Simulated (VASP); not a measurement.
Data:

```
TiC
1.0
    0.00000     2.17467     2.17467
    2.17467     0.00000     2.17467
    2.17467     2.17467     0.00000
Ti C
1 1
Direct
  0.00000   0.00000   0.00000
  0.50000   0.50000   0.50000
```

Level of theory: PBE GGA with D4 dispersion, VASP's PBE PAW potentials (set 64) (plane waves; VASP 6.6.1). Settings: 520 eV cut-off, 15×15×15 Γ-centred mesh, first-order Methfessel-Paxton smearing of 0.10 eV, potentials Ti_sv C.

### Question
Give the stress tensor in GPa (positive for a compressed cell).

### Answer

```
-7.23   0.00   0.00
 0.00  -7.23   0.00
 0.00   0.00  -7.23
```
The pressure is its mean diagonal, -7.23 GPa.

The compound is TiC in the rock salt structure. This cell is one point of a volume scan, at 1.03 of the reference volume.
